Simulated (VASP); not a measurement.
Data:

```
CELL_PARAMETERS angstrom
      0.00000     2.72468     2.72468
      2.72468     0.00000     2.72468
      2.72468     2.72468     0.00000
ATOMIC_POSITIONS crystal
  Ca 0.00000 0.00000 0.00000
  F  0.25000 0.25000 0.25000
  F  0.75000 0.75000 0.75000
```

Calculation: PW91 GGA, VASP's PBE PAW potentials (set 64) (plane waves; VASP 6.6.1). Run with 520 eV cut-off, 7×7×7 Γ-centred mesh, Gaussian smearing of 0.050 eV, potentials Ca_sv F.

Question: Give the stress tensor in GPa (positive for a compressed cell).

Answer: 
```
2.55  0.00  0.00
0.00  2.55  0.00
0.00  0.00  2.55
```
The pressure is its mean diagonal, 2.55 GPa.

The compound is CaF2 in the fluorite structure. This cell is one point of a volume scan, at 0.97 of the reference volume.
